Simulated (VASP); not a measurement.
## SnSe: computed properties

These are r2SCAN meta-GGA, VASP's PBE PAW potentials (set 64) (plane waves; VASP 6.6.1) values and carry that method's errors.

| Property | Value |
|---|---|
| space group | P4/nmm (129) |
| cell | a = b = 4.2876 Å, c = 10.9156 Å, α = β = γ = 90.00° |
| band gap (over mesh and band path) | 1.23 eV |
| smallest direct gap (over mesh and band path) | 1.23 eV |
| band-edge character | direct, Z-R at 0.80 to Z-R at 0.80 |

```cif
data_Se2Sn2
_chemical_formula_sum 'Sn2 Se2'
_space_group_name_H-M_alt 'P 1'
_space_group_IT_number 1
_cell_length_a 4.28757
_cell_length_b 4.28757
_cell_length_c 10.91565
_cell_angle_alpha 90.000
_cell_angle_beta 90.000
_cell_angle_gamma 90.000
loop_
_space_group_symop_operation_xyz
  'x, y, z'
loop_
_atom_site_label
_atom_site_type_symbol
_atom_site_fract_x
_atom_site_fract_y
_atom_site_fract_z
_atom_site_occupancy
Sn1 Sn 0.50000 0.00000 0.36990 1
Sn2 Sn 0.00000 0.50000 0.63010 1
Se1 Se 0.50000 0.00000 0.61543 1
Se2 Se 0.00000 0.50000 0.38457 1
```

The cell holds vacuum, so volume and density refer to the whole cell. The path is coarsely sampled, so an indirect gap can come out somewhat too large. The cell holds a wide vacuum, so values per volume refer to the whole cell. Unless said otherwise, spin-orbit coupling is left out, though it shifts the bands of the heavy elements here.

The cell is a sheet with vacuum, built from a database entry that may be metastable or hypothetical.
